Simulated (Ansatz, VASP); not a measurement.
CsLiCr2Te2S3 in VASP and in Ansatz

The input INCAR:

```
PREC     = Accurate       # precision mode
ENCUT    = 520            # plane-wave cutoff, eV
EDIFF    = 1E-7           # SCF threshold, eV
ISMEAR   = -1             # smearing method
SIGMA    = 0.05           # smearing width, eV
LREAL    = False          # projectors in reciprocal space
LASPH    = True           # aspherical terms in the spheres
NELM     = 100            # most SCF steps
ALGO     = Normal         # electronic algorithm
ISIF     = 2              # what is computed and relaxed
LWAVE    = False          # write WAVECAR
LCHARG   = False          # write CHGCAR
ISPIN    = 2              # spin polarisation
MAGMOM   = 0 0 3 3 0 0 0 0 0 # initial moments
LORBIT   = 11             # projections on sites
LMAXMIX  = 4              # l up to which the mixer works
GGA      = PE             # functional
NBANDS   = 47             # bands
KPAR     = 4
```

KPOINTS

```
regular mesh
0
Gamma
  7 7 4
```

Contents of POSCAR:

```
CsLiCr2Te2S3
1.0
    7.3378668374     -2.1182663664      0.0178373544
    7.3378668374      2.1182663664      0.0178373544
   -2.5499263167      0.0000000000      7.3292199483
Cs Li Cr Te S
1 1 2 2 3
Direct
    0.5000000000      0.5000000000      0.0000000000
    0.0000000000      0.0000000000      0.5000000000
    0.3287000000      0.3287000000      0.4330000000
    0.6713000000      0.6713000000      0.5670000000
    0.8067200000      0.8067200000      0.1742700000
    0.1932800000      0.1932800000      0.8257300000
    0.1635800000      0.1635800000      0.3971300000
    0.8364200000      0.8364200000      0.6028700000
    0.5000000000      0.5000000000      0.5000000000
```

The input input.yaml:

```yaml
crystal:
  lattice:
    - [7.3378668374, -2.1182663664, 0.0178373544]
    - [7.3378668374, 2.1182663664, 0.0178373544]
    - [-2.5499263167, 0.0, 7.3292199483]
  atoms:
    - { symbol: Cs, position: [0.5, 0.5, 0.0] }
    - { symbol: Li, position: [0.0, 0.0, 0.5] }
    - { symbol: Cr, position: [0.3287, 0.3287, 0.433], spin: 3.0 }
    - { symbol: Cr, position: [0.6713, 0.6713, 0.567], spin: 3.0 }
    - { symbol: Te, position: [0.80672, 0.80672, 0.17427] }
    - { symbol: Te, position: [0.19328, 0.19328, 0.82573] }
    - { symbol: S, position: [0.16358, 0.16358, 0.39713] }
    - { symbol: S, position: [0.83642, 0.83642, 0.60287] }
    - { symbol: S, position: [0.5, 0.5, 0.5] }
hamiltonian:
  xc: pbe
  pseudopotentials: { kind: paw }
magnetization:
  spin_polarized: true
kpoints:
  mp_grid: { grid: [7, 7, 4] }
scf:
  occupations: { method: fermi_dirac, width: 0.05 }
output:
  forces: true
  stress: true
  eigenvalues: true
```

Change from the starting cell: volume scaled by 1.02.

Alike in both runs: task single point; functional PBE; k mesh 7 × 7 × 4; occupations fermi-dirac, width 0.05 eV; collinear spin, ferromagnetic start.

|  | VASP | Ansatz |
| --- | --- | --- |
| version | VASP 6.6.1 | Ansatz 0.2.0 |
| potentials or method | VASP PAW PBE potentials, release 64 (Cs_sv, Li_sv, Cr_pv, Te, S) | Ansatz PAW |
| plane-wave cutoff (eV) | 520 | 420 |
| valence electrons in the cell | 66 | 90 |

```csv
,VASP,Ansatz,Ansatz less VASP
gap on the k mesh at the Fermi level (eV),none,none,-
rms of the force components (eV/Å),0.043,0.045,+0.0015
net moment per atom (μB),0.59,0.58,-0.002
size of the moment on the site where the two differ most (μB),2.88,2.63,-0.244
```

Site moments also hang on the region over which each program counts them. Atom by atom the forces differ by 0.004 eV/Å (rms over components). A gap of «none» marks a metal or a gap that the smearing closes. The two sets of potentials don't hold the same shells in valence.

Caveats: only a ferromagnetic start was run, and an antiferromagnetic order may lie lower in energy. The runs have no spin-orbit coupling, so splittings on Cs, Te are missing.
